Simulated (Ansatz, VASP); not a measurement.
# TiC: VASP beside Ansatz, part 2 of 2

Aim: how closely do two programs agree when they are given the same cell, functional and k mesh? The cell is taken from a series of runs on this material, whose earlier steps may have relaxed, scaled, displaced or heated it; both programs get it as it stands.

VASP 6.6.1 and Ansatz 0.2.0.

So far: The structure; Ansatz: elastic constants, PBE.

### Step 3. VASP: elastic constants, PBE

Level of this step: PBE; plane waves and PAW (Ti_sv, C) (VASP).

The same cell, functional, mesh and smearing now go to VASP, with its own data sets.

Lines of VASP's logs that name or quote its potential files are left out, and so is its time.

Input file INCAR:

```
SYSTEM = TiC
PREC = Accurate
ENCUT = 600
EDIFF = 1E-08
NELM = 120
ISMEAR = 1
SIGMA = 0.25
LREAL = .FALSE.
ALGO = Normal
GGA = PE
NBANDS = 14
LASPH = .TRUE.
LORBIT = 11
LWAVE = .FALSE.
LCHARG = .FALSE.
ISIF = 3
IBRION = 6
NFREE = 2
POTIM = 0.015
NSW = 1
GGA_COMPAT = .FALSE.
KPAR = 2
```

Input file POSCAR:

```
TiC
1.0
    0.0000000000      2.1665029418      2.1665029418
    2.1665029418      0.0000000000      2.1665029418
    2.1665029418      2.1665029418      0.0000000000
Ti C
1 1
Direct
    0.5000000000      0.5000000000      0.5000000000
    0.0000000000      0.0000000000      0.0000000000
```

Input file KPOINTS:

```
Automatic mesh
0
Gamma
30 30 30
0 0 0
```

The projector-augmented-wave data sets are Ti_sv and C (PBE family, release 64).

The run is started by

```sh
$ mpirun -np 2 vasp_std
```

Numbers of over 12 decimals in the logs are rounded to 6 here.

The program printed:

```text
[banner, memory and clock lines left out]
running    2 mpi-ranks, on    1 nodes
 distrk:  each k-point on    1 cores,    2 groups
 distr:  one band on    1 cores,    1 groups

 POSCAR found type information on POSCAR TiC
 POSCAR found :  2 types and       2 ions
 LDA part: xc-table for (Slater+PW92), standard interpolation
 POSCAR, INCAR and KPOINTS ok, starting setup
 FFT: planning ... GRIDC
 FFT: planning ... GRID_SOFT
 FFT: planning ... GRID
 WAVECAR not read
 entering main loop
       N       E                     dE             d eps       ncg     rms          rms(c)
DAV:   1     0.132212289215E+03    0.13221E+03   -0.92977E+03 21082   0.156E+03
DAV:   2    -0.119895038336E+02   -0.14420E+03   -0.13538E+03 22196   0.373E+02
DAV:   3    -0.237961959699E+02   -0.11807E+02   -0.11585E+02 33994   0.974E+01
DAV:   4    -0.243100525703E+02   -0.51386E+00   -0.51348E+00 24984   0.159E+01
DAV:   5    -0.243255903657E+02   -0.15538E-01   -0.15537E-01 29124   0.238E+00    0.182E+01
DAV:   6    -0.193691804656E+02    0.49564E+01   -0.13516E+01 30072   0.604E+01    0.706E+00
DAV:   7    -0.187526837305E+02    0.61650E+00   -0.23847E+00 25418   0.231E+01    0.500E+00
DAV:   8    -0.187269384062E+02    0.25745E-01   -0.11125E-01 23474   0.374E+00    0.356E+00
DAV:   9    -0.187126048898E+02    0.14334E-01   -0.12413E-01 26092   0.492E+00    0.691E-01
DAV:  10    -0.187125424003E+02    0.62490E-04   -0.13098E-02 27904   0.136E+00    0.683E-01
DAV:  11    -0.187101712445E+02    0.23712E-02   -0.35075E-03 23338   0.906E-01    0.286E-01
DAV:  12    -0.187098882178E+02    0.28303E-03   -0.61927E-04 26432   0.360E-01    0.438E-02
DAV:  13    -0.187098805974E+02    0.76205E-05   -0.67608E-05 23888   0.898E-02    0.116E-02
DAV:  14    -0.187098793139E+02    0.12835E-05   -0.23074E-06 28254   0.225E-02    0.278E-03
DAV:  15    -0.187098794063E+02   -0.92381E-07   -0.17991E-07 23966   0.510E-03    0.158E-03
DAV:  16    -0.187098793817E+02    0.24553E-07   -0.35958E-08 26446   0.262E-03    0.418E-04
DAV:  17    -0.187098793834E+02   -0.16726E-08   -0.28875E-09 12724   0.770E-04
   1 F= -.18709879E+02 E0= -.18710039E+02  d E =0.478014E-03
[... from here on, the cycles between the ionic steps are left out ...]
   2 F= -.18703170E+02 E0= -.18703337E+02  d E =0.503166E-03
   9 F= -.18707483E+02 E0= -.18707644E+02  d E =0.484008E-03
  10 F= -.18707483E+02 E0= -.18707644E+02  d E =0.484007E-03
  11 F= -.18707483E+02 E0= -.18707644E+02  d E =0.484007E-03
  12 F= -.18707483E+02 E0= -.18707644E+02  d E =0.484007E-03
  13 F= -.18707483E+02 E0= -.18707644E+02  d E =0.484007E-03
  14 F= -.18708829E+02 E0= -.18708989E+02  d E =0.480289E-03
  15 F= -.18708829E+02 E0= -.18708989E+02  d E =0.480290E-03
  16 F= -.18708829E+02 E0= -.18708989E+02  d E =0.480288E-03
 Finite differences progress:
  Degree of freedom:   8/  8
  Displacement:        1/  2
  Total:              15/ 16
 bond charge predicted
       N       E                     dE             d eps       ncg     rms          rms(c)
DAV:   1    -0.187099130577E+02   -0.10842E-02   -0.13532E+00 55818   0.683E+00    0.199E-01
DAV:   2    -0.187092044257E+02    0.70863E-03   -0.82186E-03 65304   0.724E-01    0.101E-01
DAV:   3    -0.187088134840E+02    0.39094E-03   -0.10285E-03 66874   0.267E-01    0.226E-02
DAV:   4    -0.187088273754E+02   -0.13891E-04   -0.14510E-04 62436   0.924E-02    0.193E-02
DAV:   5    -0.187088285968E+02   -0.12214E-05   -0.21584E-06 75728   0.200E-02    0.668E-03
DAV:   6    -0.187088288483E+02   -0.25152E-06   -0.90862E-07 75798   0.130E-02    0.346E-03
DAV:   7    -0.187088288703E+02   -0.21970E-07   -0.98761E-08 66324   0.375E-03    0.269E-03
DAV:   8    -0.187088288906E+02   -0.20338E-07   -0.30710E-08 62424   0.229E-03    0.276E-04
DAV:   9    -0.187088288897E+02    0.90017E-09   -0.22084E-09 32922   0.522E-04
  17 F= -.18708829E+02 E0= -.18708989E+02  d E =0.480288E-03
 Finite differences progress:
  Degree of freedom:   8/  8
  Displacement:        2/  2
  Total:              16/ 16
```

Parts of OUTCAR (step 3):

```text
ion  position               nearest neighbor table
   1  0.500  0.500  0.500-   2 2.17   2 2.17   2 2.17   2 2.17   2 2.17   2 2.17
   2  0.000  0.000  0.000-   1 2.17   1 2.17   1 2.17   1 2.17   1 2.17   1 2.17

  LATTYP: Found a face centered cubic cell.
 ALAT       =     4.3330058836

 Subroutine GETGRP returns: Found 48 space group operations
 (whereof 48 operations were pure point group operations)

The static configuration has the point symmetry O_h .

 Found    752 irreducible k-points:

   k-points           NKPTS =    752   k-points in BZ     NKDIM =    752   number of bands    NBANDS=     14

   dimension x,y,z NGX =    24 NGY =   24 NGZ =   24
   dimension x,y,z NGXF=    48 NGYF=   48 NGZF=   48

   ENCUT  =  600.0 eV  44.10 Ry    6.64 a.u.   6.12  6.12  6.12*2*pi/ulx,y,z

   NELECT =      16.0000    total number of electrons

 k-points in reciprocal lattice and weights: Automatic mesh
   0.00000000  0.00000000  0.00000000       0.000
   0.03333333  0.00000000  0.00000000       0.000
   0.06666667  0.00000000  0.00000000       0.000
   0.10000000  0.00000000  0.00000000       0.000
   0.13333333  0.00000000  0.00000000       0.000
   0.16666667  0.00000000  0.00000000       0.000
   0.20000000  0.00000000  0.00000000       0.000
   0.23333333  0.00000000  0.00000000       0.000
   0.26666667  0.00000000  0.00000000       0.000
[...]
-0.26666667  0.46666667  0.23333333       0.001
  -0.26666667  0.50000000  0.23333333       0.000

 average (electrostatic) potential at core
       1 -71.1983       2 -44.4312

 E-fermi :   9.4056

 k-point     1 :       0.0000    0.0000    0.0000
  band No.  band energies     occupation
      1     -47.1940      2.00000
      2     -23.2192      2.00000
      3     -23.2192      2.00000
      4     -23.2190      2.00000
      5      -2.9912      2.00000
      6      10.0832     -0.00086
      7      10.0832     -0.00086
      8      10.0918     -0.00072
      9      10.9605     -0.00000
     10      11.0849     -0.00000
    ...

 k-point     2 :       0.0333    0.0000    0.0000
  band No.  band energies     occupation
      1     -47.1932      2.00000
      2     -23.2247      2.00000
      3     -23.2197      2.00000
      4     -23.2196      2.00000
      5      -2.9663      2.00000
      6       9.9346     -0.01079
      7      10.0496     -0.00164
      8      10.0615     -0.00131
      9      10.6288     -0.00000
     10      10.6448     -0.00000
    ...

 k-point     3 :       0.0667    0.0000    0.0000
  band No.  band energies     occupation
      1     -47.1909      2.00000
      2     -23.2413      2.00000
      3     -23.2213      2.00000
      4     -23.2212      2.00000
      5      -2.8912      2.00000
      6       9.5862      0.06500
      7       9.8342     -0.03582
      8       9.8473     -0.03146
      9      10.4123     -0.00000
     10      10.4200     -0.00000
    ...

  Total        0.0205046      0.0128092      0.0128092      0.0000000      0.0000000      0.0000000
  in kB        1.6153037      1.0090803      1.0090803      0.0000000      0.0000000      0.0000000
  external PRESSURE =       1.2111548 kB  Pullay stress =       0.0000000 kB

  energy-cutoff  :      600.00
  volume of cell :       20.34
      direct lattice vectors                 reciprocal lattice vectors
     0.000000000  2.166502942  2.166502942    -0.230786670  0.230786670  0.230786670
     2.166502942  0.000000000  2.166502942     0.230786670 -0.230786670  0.230786670
     2.166502942  2.166502942  0.000000000     0.230786670  0.230786670 -0.230786670

 POSITION                                       TOTAL-FORCE (eV/Angst)
 -----------------------------------------------------------------------------------
      2.16650      2.16650      2.16650        -0.140066      0.000000      0.000000
     -0.01500      0.00000      0.00000         0.140066      0.000000      0.000000
 -----------------------------------------------------------------------------------
    total drift:                                0.000051      0.000000      0.000000

  FREE ENERGIE OF THE ION-ELECTRON SYSTEM (eV)
  ---------------------------------------------------
  free  energy   TOTEN  =       -18.7088288897 eV

  energy  without entropy=      -18.7093091779  energy(sigma->0) =      -18.70898899

  SYMMETRIZED ELASTIC MODULI (kBar)
 Direction    XX          YY          ZZ          XY          YZ          ZX
 --------------------------------------------------------------------------------
 XX        5109.2915   1186.3269   1186.3269     -0.0000      0.0000     -0.0000
 YY        1186.3269   5109.2915   1186.3269     -0.0000     -0.0000     -0.0000
 ZZ        1186.3269   1186.3269   5109.2915      0.0000     -0.0000     -0.0000
 XY          -0.0000     -0.0000      0.0000   1682.8411      0.0000      0.0000
 YZ           0.0000     -0.0000     -0.0000      0.0000   1682.8411      0.0000
 ZX          -0.0000     -0.0000     -0.0000      0.0000      0.0000   1682.8411
 --------------------------------------------------------------------------------

 Eigenvectors and eigenvalues of the dynamical matrix
 ----------------------------------------------------

   1 f  =   15.414076 THz    96.849495 2PiTHz  514.158228 cm-1    63.747467 meV
             X         Y         Z           dx          dy          dz
      2.166503  2.166503  2.166503    -0.447748    0.000000    0.000000
      0.000000  0.000000  0.000000     0.894160    0.000000    0.000000

   2 f  =   15.414076 THz    96.849495 2PiTHz  514.158228 cm-1    63.747467 meV
             X         Y         Z           dx          dy          dz
      2.166503  2.166503  2.166503     0.000000    0.000000   -0.447748
      0.000000  0.000000  0.000000     0.000000    0.000000    0.894160

   3 f  =   15.414076 THz    96.849495 2PiTHz  514.158228 cm-1    63.747467 meV
             X         Y         Z           dx          dy          dz
      2.166503  2.166503  2.166503    -0.000000    0.447748    0.000000
      0.000000  0.000000  0.000000     0.000000   -0.894160    0.000000

   4 f/i=    0.001341 THz     0.008425 2PiTHz    0.044724 cm-1     0.005545 meV
             X         Y         Z           dx          dy          dz
      2.166503  2.166503  2.166503    -0.000000   -0.894160    0.000000
      0.000000  0.000000  0.000000     0.000000   -0.447748    0.000000

   5 f/i=    0.001341 THz     0.008425 2PiTHz    0.044724 cm-1     0.005545 meV
             X         Y         Z           dx          dy          dz
      2.166503  2.166503  2.166503     0.894160    0.000000    0.000000
      0.000000  0.000000  0.000000     0.447748    0.000000    0.000000

   6 f/i=    0.001341 THz     0.008425 2PiTHz    0.044724 cm-1     0.005545 meV
             X         Y         Z           dx          dy          dz
      2.166503  2.166503  2.166503     0.000000    0.000000    0.894160
      0.000000  0.000000  0.000000     0.000000    0.000000    0.447748

 ELASTIC MODULI CONTR FROM IONIC RELAXATION (kBar)
 Direction    XX          YY          ZZ          XY          YZ          ZX
 --------------------------------------------------------------------------------
 XX           0.0000      0.0000      0.0000      0.0000      0.0000      0.0000
 YY           0.0000      0.0000      0.0000      0.0000      0.0000      0.0000
 ZZ           0.0000      0.0000      0.0000      0.0000      0.0000      0.0000
 XY           0.0000      0.0000      0.0000      0.0000      0.0000      0.0000
 YZ           0.0000      0.0000      0.0000      0.0000      0.0000      0.0000
 ZX           0.0000      0.0000      0.0000      0.0000      0.0000      0.0000
 --------------------------------------------------------------------------------

 TOTAL ELASTIC MODULI (kBar)
 Direction    XX          YY          ZZ          XY          YZ          ZX
 --------------------------------------------------------------------------------
 XX        5109.2915   1186.3269   1186.3269     -0.0000      0.0000     -0.0000
 YY        1186.3269   5109.2915   1186.3269     -0.0000     -0.0000     -0.0000
 ZZ        1186.3269   1186.3269   5109.2915      0.0000     -0.0000     -0.0000
 XY          -0.0000     -0.0000      0.0000   1682.8411      0.0000      0.0000
 YZ           0.0000     -0.0000     -0.0000      0.0000   1682.8411      0.0000
 ZX          -0.0000     -0.0000     -0.0000      0.0000      0.0000   1682.8411
 --------------------------------------------------------------------------------

 total charge
# of ion       s       p       d       tot
------------------------------------------
    1        2.198   6.246   1.950  10.395
    2        0.894   1.504   0.000   2.399
--------------------------------------------------
tot          3.093   7.750   1.950  12.793

[... 3 further parts left out ...]
```

Levels, forces or a CONTCAR printed for this step are those of its last displaced cell, not of the structure at rest.

### Step 4. Comparison

Known differences besides the potentials themselves: the cutoff is 420 eV in Ansatz and 600 eV in VASP; VASP takes each elastic constant from one size of strain, Ansatz from those that its log lists. Total energies have different zeros and are not compared.

The two programs side by side:

```csv
quantity,Ansatz,VASP,difference
C11 (GPa),510.3,510.9,-0.12 %
C22 (GPa),510.3,510.9,-0.12 %
C33 (GPa),510.3,510.9,-0.12 %
C12 (GPa),120.9,118.6,+1.91 %
C13 (GPa),120.9,118.6,+1.91 %
C23 (GPa),120.9,118.6,+1.91 %
C44 (GPa),169.1,168.3,+0.49 %
C55 (GPa),169.1,168.3,+0.49 %
C66 (GPa),169.1,168.3,+0.49 %
```

### Step 5. Results

```
difference in C12 (elastic constants, PBE) : 1.9 %
```

In words: The difference in C12 is 1.9 % (elastic constants, PBE), within the 5 % picked in this series as the mark of a large difference. Such differences can come from data sets, numerical settings and the points named under the comparisons, not from the functional's error against experiment.

[Lines on the potential files, build, host, timing and source positions are cut from VASP's logs without a mark.]

[Logs are printed without paths, hosts, clocks, repeated set-up lines and the standing remarks that a program may print on its own settings, such as how far it seeks lower states.]

[Hosts, paths, dates, database ids (printed as entryN), source tags and the programs' standing remarks are cut or masked in the printed files.]
